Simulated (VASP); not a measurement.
# A VASP study of Pd (Palladium) (LDA): structure first, properties next

Aim: relax Pd (Palladium), then compute properties on the relaxed cell. The steps: relaxing cell and atoms (LDA), second relaxation, density, ELF and potential (LDA), band structure (LDA), total and projected DOS (LDA), volume scan with LDA, fit for LDA and total energy, forces and stress (LDA), changed input. The start is a cell from a database of measured crystal structures.

Method: LDA; plane waves and PAW (Pd), in VASP 6.6.1.

This is a report of a sequence of runs, with most program output left out.

### 1. The structure

Before any relaxation, the start is as follows. The structure is cubic, space group Fm-3m (No. 225). Conventional cell: a = 3.893 Å, b = 3.893 Å, c = 3.893 Å, α = 90.00°, β = 90.00°, γ = 90.00°. Pd has 12 Pd at 2.75 Å nearest.

### 2. Relaxing cell and atoms (LDA)

Properties are meant for the cell that this level of theory prefers, so cell and atoms are relaxed first (ISIF = 3) until forces and stress are small; EDIFFG sets the threshold. LDA, the lowest rung, knows the local density alone.

INCAR reads:

```
SYSTEM = Pd
PREC = Accurate
ENCUT = 400
EDIFF = 1E-06
NELM = 100
ISMEAR = 1
SIGMA = 0.2
LREAL = .FALSE.
ALGO = Normal
GGA = CA
NBANDS = 11
LASPH = .TRUE.
LORBIT = 11
LWAVE = .FALSE.
LCHARG = .FALSE.
KPAR = 2
IBRION = 2
NSW = 60
ISIF = 3
EDIFFG = -0.01
```

POSCAR reads:

```
Pd
1.0
    0.0000000000      1.9465000000      1.9465000000
    1.9465000000      0.0000000000      1.9465000000
    1.9465000000      1.9465000000      0.0000000000
Pd
1
Direct
    0.0000000000      0.0000000000      0.0000000000
```

KPOINTS reads:

```
Automatic mesh
0
Gamma
10 10 10
0 0 0
```

Potentials, in the order of the species: Pd (LDA family, release 64).

Launch:

```sh
mpirun -np 2 vasp_std
```

Run time: 4 s. Hardware: 2 MPI ranks of Intel Xeon 6975P-C (Granite Rapids), shared host; peak memory 0.22 GiB.

The k-mesh is coarse for a metal. The run keeps the 48 symmetry operations of its start, so it cannot find a distortion of lower symmetry.

The steps of the relaxation:

| step | energy less that of the first step (eV) | largest force (eV/Å) | pressure (GPa) | volume (Å³) |
| --- | --- | --- | --- | --- |
| 1 | 0.0000 | 0.0000 | -8.83 | 14.75 |
| 2 | 0.0496 | 0.0000 | 22.15 | 13.08 |
| 3 | -0.0177 | 0.0000 | -0.24 | 14.15 |
| 4 | -0.0177 | 0.0000 | -0.01 | 14.14 |

```csv
"conventional cell, symmetrised",before,after,change
a (Å),3.893,3.838,-1.4 %
b (Å),3.893,3.838,-1.4 %
c (Å),3.893,3.838,-1.4 %
volume (Å³/atom),14.75,14.14,-4.1 %
```

The relaxed structure:

```cif
data_structure
_symmetry_space_group_name_H-M 'P 1'
_symmetry_Int_Tables_number 1
_cell_length_a 2.7142
_cell_length_b 2.7142
_cell_length_c 2.7142
_cell_angle_alpha 60.000
_cell_angle_beta 60.000
_cell_angle_gamma 60.000
_cell_volume 14.14
loop_
_atom_site_label
_atom_site_type_symbol
_atom_site_fract_x
_atom_site_fract_y
_atom_site_fract_z
_atom_site_occupancy
Pd1 Pd 0.00000 0.00000 0.00000 1
```

Numbers from this step:

```
electrons                       : 10
bands                           : 11
irreducible k-points            : 47
symmetry operations             : 48
free energy (TOTEN)             : -6.510 eV
energy at zero smearing         : -6.509 eV
Fermi energy                    : 10.36 eV
pressure                        : -0.01188 GPa
metallic                        : yes
SCF cycles over all ionic steps : 28
```

It ends with forces that vanish by symmetry and a pressure of -0.01 GPa. The volume lies -4.1 % from that of the database's start, which holds the thermal and zero-point expansion of its experiment. LDA is known to overbind.

### 3. Second relaxation

A relaxation keeps the plane waves of the cell it began with, so it is repeated from the new cell, on a basis made for it.

INCAR is that of step 2.

POSCAR reads:

```
Pd
1.0
    0.0000000000      1.9192025153      1.9192025153
    1.9192025153      0.0000000000      1.9192025153
    1.9192025153      1.9192025153      0.0000000000
Pd
1
Direct
    0.0000000000      0.0000000000      0.0000000000
```

KPOINTS is that of step 2.

Launch:

```sh
mpirun -np 2 vasp_std
```

Run time: 3.2 s. Hardware: 2 MPI ranks; peak memory 0.21 GiB.

Little changed from the start: no atom moved by 0.005 Å and no cell edge by 0.1 %.

Numbers from this step:

```
free energy (TOTEN)             : -6.508 eV
energy at zero smearing         : -6.508 eV
Fermi energy                    : 10.37 eV
pressure                        : 0.01223 GPa
SCF cycles over all ionic steps : 19
```

It ends with forces that vanish by symmetry and a pressure of 0.01 GPa. The volume moved by only 0.08 %, so the volume is settled.

### 4. Density, ELF and potential (LDA)

A single point on the relaxed cell gives a clean self-consistent state, with density, ELF and potential written out.

INCAR, as its differences from that of step 3:

```diff
@@ -14,7 +14,5 @@
 LWAVE = .FALSE.
-LCHARG = .FALSE.
-KPAR = 2
-IBRION = 2
-NSW = 60
-ISIF = 3
-EDIFFG = -0.01
+LCHARG = .TRUE.
+ISIF = 2
+LELF = .TRUE.
+LVHAR = .TRUE.
```

POSCAR reads:

```
Pd
1.0
    0.0000000000      1.9187192805      1.9187192805
    1.9187192805      0.0000000000      1.9187192805
    1.9187192805      1.9187192805      0.0000000000
Pd
1
Direct
    0.0000000000      0.0000000000      0.0000000000
```

KPOINTS is that of step 3.

Launch:

```sh
mpirun -np 2 vasp_std
```

Elapsed: 2.4 s, on 2 MPI ranks; peak memory 0.2 GiB; 3.4 s of CPU time.

Numbers from this step:

```
SCF cycles : 11
bands      : 12
pressure   : -0.01669 GPa
```

Valence electrons inside each PAW sphere by angular momentum. Sphere charges, by row:

```csv
atom,s (e),p (e),d (e),tot (e)
Pd1,0.511,0.529,8.496,9.535
```

ELF in the ac plane of the conventional cell at fractional y = 0.000, with atoms of Pd within 0.2 Å of it. It is the smooth field of the valence electrons, not physical close to the nuclei.

Ten even steps from '0' (0.00) to '9' (0.27), each cell a mean:
```
00598665679830
24797766678963
89988788888998
99888999998889
77789754689877
66799400169866
56798200049865
56798300059866
66789632479776
88889988998878
99988899988899
46898777778975
01698666679940
00498655679820
```
Columns run along a (3.8 Å), rows up along c (3.8 Å), edges of the conventional cell, whose origin can differ from the input's. Atoms in or near the plane, at fractional coordinates: Pd at (0.00, 0.00), Pd at (0.50, 0.50).

Electrostatic potential energy in the ac plane of the conventional cell at fractional y = 0.000, with atoms of Pd within 0.2 Å of it. With pseudopotentials it is smooth inside the atoms' cores, unlike the true potential.

Ten even steps from '0' (-70 eV) to '9' (4 eV), each cell a mean:
```
00369999998520
12589999999632
45799999999865
88999866789998
99997532368999
99985200137999
99984100026999
99985200036999
99996321258999
99998654579999
67899988899986
23689999999753
01379999998520
00269999998410
```
Columns run along a (3.8 Å; values clipped at the 3rd and 97th percentile), rows up along c (3.8 Å), edges of the conventional cell, whose origin can differ from the input's. Atoms in or near the plane, at fractional coordinates: Pd at (0.00, 0.00), Pd at (0.50, 0.50).

Valence density in the ac plane of the conventional cell at fractional y = 0.000, with atoms of Pd within 0.2 Å of it. It is the smooth field of the valence electrons, not physical close to the nuclei.

Values in e/Å³, 14 rows by 14 columns, each cell a mean:
```
5.1 3.8 2.2 0.8 0.3 0.2 0.2 0.1 0.2 0.2 0.5 1.3 2.8 4.5
3.2 2.4 1.4 0.6 0.3 0.2 0.2 0.2 0.2 0.2 0.4 0.9 1.8 2.8
1.5 1.1 0.7 0.4 0.3 0.3 0.3 0.4 0.3 0.3 0.3 0.5 0.9 1.3
0.5 0.4 0.3 0.3 0.4 0.6 0.8 0.9 0.7 0.5 0.3 0.3 0.4 0.5
0.2 0.2 0.3 0.3 0.7 1.4 2.2 2.4 1.9 1.1 0.5 0.3 0.2 0.2
0.2 0.2 0.2 0.4 1.1 2.4 3.8 4.3 3.3 1.9 0.7 0.3 0.2 0.2
0.1 0.2 0.2 0.5 1.5 3.2 5.1 5.8 4.3 2.4 0.9 0.4 0.2 0.1
0.1 0.2 0.2 0.5 1.3 2.8 4.5 5.1 3.8 2.2 0.8 0.3 0.2 0.2
0.2 0.2 0.2 0.4 0.9 1.8 2.8 3.2 2.4 1.4 0.6 0.3 0.2 0.2
0.4 0.3 0.3 0.3 0.5 0.9 1.3 1.5 1.1 0.7 0.4 0.3 0.3 0.3
0.9 0.7 0.5 0.3 0.3 0.4 0.5 0.5 0.4 0.3 0.3 0.4 0.6 0.8
2.4 1.9 1.1 0.5 0.3 0.2 0.2 0.2 0.2 0.3 0.3 0.7 1.4 2.2
4.3 3.3 1.9 0.7 0.3 0.2 0.2 0.2 0.2 0.2 0.4 1.1 2.4 3.8
5.8 4.3 2.4 0.9 0.4 0.2 0.1 0.1 0.2 0.2 0.5 1.5 3.2 5.1
```
Columns run along a (3.8 Å), rows up along c (3.8 Å), edges of the conventional cell, whose origin can differ from the input's. Atoms in or near the plane, at fractional coordinates: Pd at (0.00, 0.00), Pd at (0.50, 0.50).

In this run the pressure is -0.02 GPa, small enough to go on.

### 5. Band structure (LDA)

Levels along the symmetry lines show where the bands peak and cross; KPOINTS_OPT computes them in the converged potential.

INCAR reads:

```
SYSTEM = Pd
PREC = Accurate
ENCUT = 400
EDIFF = 1E-06
NELM = 100
ISMEAR = 1
SIGMA = 0.2
LREAL = .FALSE.
ALGO = Normal
GGA = CA
NBANDS = 16
LASPH = .TRUE.
LORBIT = 11
LWAVE = .FALSE.
LCHARG = .FALSE.
KPAR = 2
```

POSCAR is that of step 4.

KPOINTS is that of step 4.

KPOINTS_OPT reads:

```
Line mode
16
Line-mode
Reciprocal
  0.00000000   0.00000000   0.00000000 GAMMA
  0.50000000   0.00000000   0.50000000 X

  0.50000000   0.00000000   0.50000000 X
  0.50000000   0.25000000   0.75000000 W

  0.50000000   0.25000000   0.75000000 W
  0.37500000   0.37500000   0.75000000 K

  0.37500000   0.37500000   0.75000000 K
  0.00000000   0.00000000   0.00000000 GAMMA

  0.00000000   0.00000000   0.00000000 GAMMA
  0.50000000   0.50000000   0.50000000 L

  0.50000000   0.50000000   0.50000000 L
  0.62500000   0.25000000   0.62500000 U

  0.62500000   0.25000000   0.62500000 U
  0.50000000   0.25000000   0.75000000 W

  0.50000000   0.25000000   0.75000000 W
  0.50000000   0.50000000   0.50000000 L

  0.50000000   0.50000000   0.50000000 L
  0.37500000   0.37500000   0.75000000 K

  0.62500000   0.25000000   0.62500000 U
  0.50000000   0.00000000   0.50000000 X
```

Launch:

```sh
mpirun -np 2 vasp_std
```

It took 5.6 s on 2 MPI ranks; peak memory 0.22 GiB; 9.1 s of CPU time.

Spin-orbit coupling is off here; it would split degenerate levels.

Numbers from this step:

- bands: 16
- pressure: -0.01648 GPa

The electronic bands at the labelled points (eV, zero at the Fermi level; # counts the bands kept):

| point | #2 | #3 | #4 | #5 | #6 |
| --- | --- | --- | --- | --- | --- |
| Γ | -3.09 | -3.09 | -3.09 | -1.32 | -1.32 |
| 0.53 of the way | -4.55 | -1.84 | -1.53 | -1.53 | -0.65 |
| X | -5.53 | -0.04 | 0.31 | 0.31 | 3.22 |
| 0.53 of the way | -4.99 | -1.70 | -0.72 | 0.31 | 5.81 |
| W | -3.68 | -3.68 | -1.45 | 0.32 | 9.06 |
| 0.47 of the way | -4.34 | -2.79 | -1.25 | 0.13 | 7.78 |
| K | -4.50 | -2.17 | -1.04 | -0.18 | 7.25 |
| 0.47 of the way | -3.86 | -2.99 | -2.08 | -1.93 | 0.66 |
| Γ | -3.09 | -3.09 | -3.09 | -1.32 | -1.32 |
| 0.47 of the way | -3.25 | -2.76 | -2.76 | -1.24 | -1.24 |
| L | -3.13 | -3.13 | -0.02 | -0.02 | 0.82 |
| 0.53 of the way | -3.76 | -2.46 | -2.30 | -0.17 | 4.53 |
| U | -4.50 | -2.17 | -1.04 | -0.18 | 7.25 |
| 0.53 of the way | -4.34 | -2.79 | -1.25 | 0.13 | 7.78 |
| W | -3.68 | -3.68 | -1.45 | 0.32 | 9.06 |
| 0.53 of the way | -3.86 | -2.53 | -2.26 | -0.17 | 4.59 |
| L | -3.13 | -3.13 | -0.02 | -0.02 | 0.82 |
| 0.47 of the way | -3.66 | -2.49 | -2.22 | -0.14 | 3.98 |
| K | -4.50 | -2.17 | -1.04 | -0.18 | 7.25 |
| jump to U | -4.50 | -2.17 | -1.04 | -0.18 | 7.25 |
| 0.47 of the way | -5.23 | -0.84 | -0.39 | 0.17 | 4.82 |
| X | -5.53 | -0.04 | 0.31 | 0.31 | 3.22 |

There is no gap at this level.

### 6. Total and projected DOS (LDA)

A density of states needs more k-points than a total energy; ISMEAR = -5 takes tetrahedra, and LORBIT projects the states on the PAW spheres. The mesh is finer than in the run before.

INCAR, as its differences from that of step 5:

```diff
@@ -5,3 +5,3 @@
 NELM = 100
-ISMEAR = 1
+ISMEAR = -5
 SIGMA = 0.2
@@ -16 +16,2 @@
 KPAR = 2
+NEDOS = 2001
```

POSCAR is that of step 5.

KPOINTS reads:

```
Automatic mesh
0
Gamma
15 15 15
0 0 0
```

Launch:

```sh
mpirun -np 2 vasp_std
```

Elapsed: 5.2 s, on 2 MPI ranks; peak memory 0.23 GiB.

With tetrahedra the forces and stress of a metal are not exact derivatives of the energy.

Numbers from this step:

```yaml
irreducible_k_points: 120
free_energy_toten: -6.495 eV
fermi_energy: 10.33 eV
pressure: 0.07222 GPa
dos_at_the_fermi_level: 2.326 states/eV/cell
```

The density of states has structure finer than the step of the table below, so its rows give means over 0.5 eV, whole bins alone (the curve runs from -9.67 to 7.96 eV). Peaks (eV: height): total -4.98: 2.50, -2.74: 3.35, -1.42: 1.97, -0.09: 2.91; Pd d -4.91: 1.91, -2.74: 3.00, -1.42: 1.80, -0.09: 2.82; Pd p -4.98: 0.123, -4.00: 0.135, -2.81: 0.211, -2.18: 0.154; Pd s -4.98: 0.312, -2.81: 0.0837, 7.82: 0.170.

States under -9.7 eV and over 8.0 eV are left out. The density of states by energy, zero at the Fermi level; means over each step; values in states/eV/cell:

```
energy (eV)   total     Pd d     Pd p     Pd s
       -8.0       0        0        0        0
       -7.5  0.0124        0   2.7e-4  0.00979
       -7.0  0.0548   5.4e-4  0.00271   0.0413
       -6.5  0.0906  0.00347  0.00754   0.0635
       -6.0   0.146   0.0180   0.0154   0.0889
       -5.5   0.934    0.600   0.0432    0.210
       -5.0    2.10     1.59    0.104    0.260
       -4.5    1.67     1.37   0.0982   0.0935
       -4.0    1.45     1.22    0.111   0.0284
       -3.5    1.52     1.33   0.0888   0.0296
       -3.0    2.19     1.88    0.153   0.0550
       -2.5    1.96     1.71    0.128   0.0414
       -2.0    1.61     1.40    0.115   0.0276
       -1.5    1.84     1.67   0.0814   0.0245
       -1.0    1.51     1.39   0.0582   0.0187
       -0.5    1.63     1.53   0.0432   0.0196
        0.0    2.07     1.99   0.0295   0.0166
        0.5   0.329    0.265   0.0327   0.0207
        1.0   0.229    0.138   0.0511   0.0262
        1.5   0.246    0.133   0.0669   0.0293
        2.0   0.241    0.117   0.0760   0.0303
        2.5   0.245    0.111   0.0855   0.0309
        3.0   0.251    0.105   0.0965   0.0303
        3.5   0.250   0.0947    0.106   0.0289
        4.0   0.245   0.0891    0.109   0.0273
        4.5   0.236   0.0830    0.110   0.0249
        5.0   0.214   0.0726    0.103   0.0220
        5.5   0.198   0.0653   0.0979   0.0197
        6.0   0.184   0.0590   0.0933   0.0172
        6.5   0.151   0.0476   0.0793   0.0131
        7.0   0.120   0.0371   0.0654  0.00900
        7.5   0.111   0.0381   0.0412   0.0252
```

The finer mesh and the other smearing move the Fermi level by -0.04 eV from the 10×10×10 run, a small shift, which tests the Fermi level alone. Of the states within 0.3 eV of the Fermi level, the largest shares in the PAW spheres are Pd d 96 %. The rest lies in smaller channels or between the spheres.

### 7. Volume scan with LDA, volume scale 0.94

An equation of state needs energies on both sides of the minimum, all on one mesh and cutoff.

INCAR reads:

```
SYSTEM = Pd
PREC = Accurate
ENCUT = 400
EDIFF = 1E-06
NELM = 100
ISMEAR = 1
SIGMA = 0.2
LREAL = .FALSE.
ALGO = Normal
GGA = CA
NBANDS = 11
LASPH = .TRUE.
LORBIT = 11
LWAVE = .FALSE.
LCHARG = .FALSE.
KPAR = 2
ISIF = 2
```

POSCAR reads:

```
Pd
1.0
    0.0000000000      1.8795507537      1.8795507537
    1.8795507537      0.0000000000      1.8795507537
    1.8795507537      1.8795507537      0.0000000000
Pd
1
Direct
    0.0000000000      0.0000000000      0.0000000000
```

KPOINTS reads:

```
Automatic mesh
0
Gamma
10 10 10
0 0 0
```

Launch:

```sh
mpirun -np 2 vasp_std
```

The job ended after 2.2 s (2 MPI ranks; peak memory 0.2 GiB).

The scan keeps the cell's shape and the fractional positions fixed.

This step gave:

```
bands                   : 11
irreducible k-points    : 47
free energy (TOTEN)     : -6.463 eV
energy at zero smearing : -6.463 eV
Fermi energy            : 11.54 eV
pressure                : 16.75 GPa
```

The pressure here is 16.75 GPa.

### 8. Volume scan with LDA, volume scale 0.96

INCAR is that of step 7.

POSCAR reads:

```
Pd
1.0
    0.0000000000      1.8927874627      1.8927874627
    1.8927874627      0.0000000000      1.8927874627
    1.8927874627      1.8927874627      0.0000000000
Pd
1
Direct
    0.0000000000      0.0000000000      0.0000000000
```

KPOINTS is that of step 7.

Launch:

```sh
mpirun -np 2 vasp_std
```

The job ended after 2 s (2 MPI ranks; peak memory 0.2 GiB; 2.6 s of CPU time).

This step gave:

- free energy (TOTEN): -6.488 eV
- energy at zero smearing: -6.488 eV
- Fermi energy: 11.14 eV
- pressure: 10.44 GPa

The pressure falls from 16.75 to 10.44 GPa.

The run ends at a pressure of 10.44 GPa.

### 9. Volume scan with LDA, volume scale 0.98

INCAR is that of step 8.

POSCAR reads:

```
Pd
1.0
    0.0000000000      1.9058415819      1.9058415819
    1.9058415819      0.0000000000      1.9058415819
    1.9058415819      1.9058415819      0.0000000000
Pd
1
Direct
    0.0000000000      0.0000000000      0.0000000000
```

KPOINTS is that of step 8.

Launch:

```sh
mpirun -np 2 vasp_std
```

It took 2 s on 2 MPI ranks; peak memory 0.21 GiB.

[end of part 1 of 2]

[Lines on the potential files, build, host, timing and source positions are cut from VASP's logs without a mark.]

[Logs are printed without paths, hosts, clocks, repeated set-up lines and the standing remarks that a program may print on its own settings, such as how far it seeks lower states.]

[Hosts, paths, dates, database ids (printed as entryN), source tags and the programs' standing remarks are cut or masked in the printed files.]

[A measured line is paired with the nearest computed mode of its activity, which favours agreement.]
